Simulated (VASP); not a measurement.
Wanted: the native input for a VASP 6.6.1 run.

* Task: relaxation of cell and atoms
* Functional: PBE
* Potentials or basis: VASP PAW PBE potentials, release 64 (Ga_d, Sn_d, O)
* Cutoff: 520 eV
* k mesh: 4 × 4 × 3
* Occupations: gaussian, width 0.15 eV
* Spin: no spin polarisation
* Further INCAR settings: PREC = Normal; ALGO = Fast; EDIFF = 0.0001; IBRION = 2; EDIFFG = -0.08; NSW = 24; ISIF = 3

The structure of Ga2SnO lies in POSCAR:

```
Ga2SnO
1.0
    3.6933125600      0.0000000000      0.0000000000
    0.0000000000      3.6933125600      0.0000000000
    0.0000000000      0.0000000000      5.3538328600
Ga Sn O
2 1 1
Direct
    0.0000000000      0.0000000000      0.0000000000
    0.5000000000      0.5000000000      0.0000000000
    0.0000000000      0.0000000000      0.5000000000
    0.5000000000      0.5000000000      0.5000000000
```

The cell was built by a generator and needn't be a form met in nature.

One way to write it, as run:

INCAR

```
PREC     = Normal         # precision mode
ENCUT    = 520            # plane-wave cutoff, eV
EDIFF    = 1E-4           # SCF threshold, eV
ISMEAR   = 0              # smearing method
SIGMA    = 0.15           # smearing width, eV
LREAL    = F              # projectors in reciprocal space
LASPH    = T              # aspherical terms in the spheres
NELM     = 60             # most SCF steps
ALGO     = Fast           # electronic algorithm
ISIF     = 3              # what is computed and relaxed
LWAVE    = F              # write WAVECAR
LCHARG   = F              # write CHGCAR
GGA      = PE             # functional
IBRION   = 2              # ionic algorithm
NSW      = 24             # ionic steps
EDIFFG   = -0.08          # ionic threshold
```

KPOINTS

```
Automatic mesh
0
Gamma
  4 4 3
```

Potentials or basis: VASP PAW PBE potentials, release 64 (Ga_d, Sn_d, O).

Command:

```bash
$ cat potpaw_PBE.64/Ga_d/POTCAR potpaw_PBE.64/Sn_d/POTCAR potpaw_PBE.64/O/POTCAR > POTCAR
$ mpirun -np 1 vasp_std > vasp.out
```

It gave:

| Item | Value |
| --- | --- |
| Relaxed volume | 17.73 Å³/atom |
| Relaxed cell | a = 3.625 Å, b = 3.625 Å, c = 5.398 Å, α = 90.00°, β = 90.00°, γ = 90.00° |
| Space group after relaxing (to 0.05 Å) | P4/mmm (No. 123) |
| Energy gained by relaxing | 7.0 meV/atom |
| Ionic steps | 4 |
| Pressure after relaxing | -0.1 GPa |
| Band gap on the k mesh | none (metal or under the smearing width) |

Caveat: the k mesh is coarse (spacing up to 0.43 Å⁻¹), so the values aren't converged.

Wall time 35 s on 1 thread of Intel(R) Xeon(R) Platinum 8488C (Sapphire Rapids), with other jobs on the host, peak memory 0.16 GiB.
